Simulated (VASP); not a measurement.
An input for Quantum ESPRESSO's pw.x (written as the equivalent of a VASP run, and not itself run):

```
&CONTROL
  calculation = 'vc-relax'
  pseudo_dir = './pseudo'
  outdir = './out'
  tprnfor = .true.
  tstress = .true.
  nstep = 60
  forc_conv_thr = 0.00039
/
&SYSTEM
  ibrav = 0
  nat = 2
  ntyp = 2
  ecutwfc = 86
  occupations = 'smearing'
  smearing = 'gaussian'
  degauss = 0.003675
  input_dft = 'pz'
/
&ELECTRONS
  conv_thr = 7.3e-08
  electron_maxstep = 100
/
&IONS
/
&CELL
/
ATOMIC_SPECIES
  Ca 40.078 Ca.upf
  Se 78.971 Se.upf
CELL_PARAMETERS angstrom
     0.0000000    2.9000302    2.9000302
     2.9000302   -0.0000000    2.9000302
     2.9000302    2.9000302    0.0000000
ATOMIC_POSITIONS crystal
  Ca   0.0000000  0.0000000  0.0000000
  Se   0.5000000  0.5000000  0.5000000
K_POINTS automatic
  7 7 7 0 0 0
```

Translate this input to VASP (INCAR, KPOINTS, POSCAR, choice of POTCAR).

This is not unique; one that fits is 
POSCAR:
```
CaSe
1
    0.0000000000     2.9000301564     2.9000301564
    2.9000301564    -0.0000000000     2.9000301564
    2.9000301564     2.9000301564     0.0000000000
Ca Se
1 1
Direct
  0.0000000000   0.0000000000   0.0000000000
  0.5000000000   0.5000000000   0.5000000000
```

KPOINTS:
```
Automatic mesh
0
Gamma
7 7 7
0 0 0
```

**INCAR**
```
ALGO = Normal
EDIFF = 1E-6
EDIFFG = -0.01
ENCUT = 400
IBRION = 2
ISIF = 3
ISMEAR = 0
LASPH = .TRUE.
LCHARG = .FALSE.
LMAXMIX = 4
LREAL = .FALSE.
LWAVE = .FALSE.
NELM = 100
NSW = 60
PREC = Accurate
SIGMA = 0.05
SYSTEM = CaSe
```

POTCAR, in this order: Ca_sv Se (LDA.64 set). Program: vasp_std.

The two are equivalent in intent, not identical: the potentials are each code's own (VASP's PAW set, PseudoDojo norm-conserving files in pw.x), so ENCUT and ecutwfc are chosen apart and not converted; conv_thr bounds pw.x's estimated SCF error, while EDIFF bounds the energy change between steps; forc_conv_thr acts on force components and is met together with etot_conv_thr.

The compound is CaSe in the rock salt structure. It was relaxed first, which changed the volume by -6 %. The start is the result of an earlier pass.
